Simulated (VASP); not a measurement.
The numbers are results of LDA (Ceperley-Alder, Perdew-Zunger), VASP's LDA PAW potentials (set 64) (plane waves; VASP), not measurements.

A VASP calculation is set up with these files.

### INCAR
```
ALGO  =  Normal
EDIFF  =  1E-6
EDIFFG  =  -0.02
ENCUT  =  500
IBRION  =  2
ISIF  =  3
ISMEAR  =  1
LASPH  =  .TRUE.
LCHARG  =  .FALSE.
LMAXMIX  =  4
LREAL  =  .FALSE.
LWAVE  =  .FALSE.
NELM  =  100
NSW  =  40
PREC  =  Accurate
SIGMA  =  0.1
SYSTEM  =  Pd
```

File KPOINTS:
```
Automatic mesh
0
Gamma
16 16 16
0 0 0
```

**POSCAR**
```
Pd
1.0
  0.0000000000   1.9184427507   1.9184427507
  1.9184427507   0.0000000000   1.9184427507
  1.9184427507   1.9184427507   0.0000000000
Pd
1
Cartesian
  0.0000000000   0.0000000000   0.0000000000
```

POTCAR, in this order: Pd (LDA.64 set). Program: vasp_std.

What VASP printed:

OSZICAR:
```
       N       E                     dE             d eps       ncg     rms          rms(c)
DAV:   1     0.373859253950E+02    0.37386E+02   -0.52691E+03  2626   0.102E+03
DAV:   2    -0.649594748646E+01   -0.43882E+02   -0.42787E+02  2866   0.195E+02
DAV:   3    -0.683821292733E+01   -0.34227E+00   -0.33911E+00  3039   0.201E+01
DAV:   4    -0.684001529976E+01   -0.18024E-02   -0.18022E-02  3069   0.134E+00
DAV:   5    -0.684003480407E+01   -0.19504E-04   -0.19504E-04  3109   0.114E-01    0.921E+00
DAV:   6    -0.651500591155E+01    0.32503E+00   -0.14598E+00  2663   0.114E+01    0.438E+00
DAV:   7    -0.649904383340E+01    0.15962E-01   -0.87081E-03  2936   0.867E-01    0.227E+00
DAV:   8    -0.649318211086E+01    0.58617E-02   -0.15328E-03  2883   0.343E-01    0.528E-02
DAV:   9    -0.649319081147E+01   -0.87006E-05   -0.97992E-06  3531   0.317E-02    0.157E-02
DAV:  10    -0.649319388190E+01   -0.30704E-05   -0.14615E-06  2902   0.111E-02    0.123E-03
DAV:  11    -0.649319387811E+01    0.37920E-08   -0.11596E-08  1400   0.111E-03
   1 F= -.64931939E+01 E0= -.64932438E+01  d E =-.649319E+01
       N       E                     dE             d eps       ncg     rms          rms(c)
DAV:   1    -0.650637634311E+01   -0.13182E-01   -0.27812E-01  2647   0.605E+00    0.793E-01
DAV:   2    -0.649296075771E+01    0.13416E-01   -0.66806E-02  2639   0.240E+00    0.213E-01
DAV:   3    -0.649285102979E+01    0.10973E-03   -0.48076E-04  3064   0.172E-01    0.126E-01
DAV:   4    -0.649285191838E+01   -0.88859E-06   -0.15084E-04  2907   0.991E-02    0.638E-03
DAV:   5    -0.649285288329E+01   -0.96491E-06   -0.15534E-06  2900   0.107E-02
   2 F= -.64928529E+01 E0= -.64928928E+01  d E =0.340995E-03
       N       E                     dE             d eps       ncg     rms          rms(c)
DAV:   1    -0.649923051958E+01   -0.63786E-02   -0.12070E-01  2648   0.398E+00    0.536E-01
DAV:   2    -0.649336594075E+01    0.58646E-02   -0.29274E-02  2638   0.159E+00    0.128E-01
DAV:   3    -0.649332504662E+01    0.40894E-04   -0.19076E-04  3066   0.108E-01    0.763E-02
DAV:   4    -0.649332760510E+01   -0.25585E-05   -0.69435E-05  2917   0.651E-02    0.479E-03
DAV:   5    -0.649332776612E+01   -0.16101E-06   -0.44406E-07  2605   0.664E-03
   3 F= -.64933278E+01 E0= -.64933744E+01  d E =-.133888E-03
```

OUTCAR:
```
------------------------ aborting loop because EDIFF is reached ----------------------------------------
  FORCE on cell =-STRESS in cart. coord.  units (eV):
  Direction    XX          YY          ZZ          XY          YZ          ZX
  --------------------------------------------------------------------------------------
  Total       -0.0023227     -0.0023227     -0.0023227      0.0000000      0.0000000      0.0000000
  in kB       -0.2625839     -0.2625839     -0.2625839      0.0000000      0.0000000      0.0000000
  external PRESSURE =      -0.2625839 kB  Pullay stress =       0.0000000 kB
  volume of cell :       14.17
      direct lattice vectors                 reciprocal lattice vectors
     0.000000000  1.920743933  1.920743933    -0.260315803  0.260315803  0.260315803
     1.920743933  0.000000000  1.920743933     0.260315803 -0.260315803  0.260315803
     1.920743933  1.920743933 -0.000000000     0.260315803  0.260315803 -0.260315803
 POSITION                                       TOTAL-FORCE (eV/Angst)
 -----------------------------------------------------------------------------------
      0.00000      0.00000      0.00000        -0.000000      0.000000     -0.000000
 -----------------------------------------------------------------------------------
    total drift:                               -0.000000     -0.000000     -0.000000
  FREE ENERGIE OF THE ION-ELECTRON SYSTEM (eV)
  ---------------------------------------------------
  free  energy   TOTEN  =        -6.4933277661 eV

  energy  without entropy=       -6.4934675327  energy(sigma->0) =       -6.49337435

 reached required accuracy - stopping structural energy minimisation
```
(Selected blocks of OUTCAR.)

**CONTCAR**
```
Pd
   1.00000000000000
     0.0000000000000000    1.9207439328653810    1.9207439328653810
     1.9207439328653810    0.0000000000000000    1.9207439328653810
     1.9207439328653810    1.9207439328653810   -0.0000000000000000
  Pd
     1
Direct
     0.0000000000000000    0.0000000000000000    0.0000000000000000
```

The compound is Pd in the fcc structure. This run relaxes it. Symmetry was kept, so distortions that lower it aren't found.
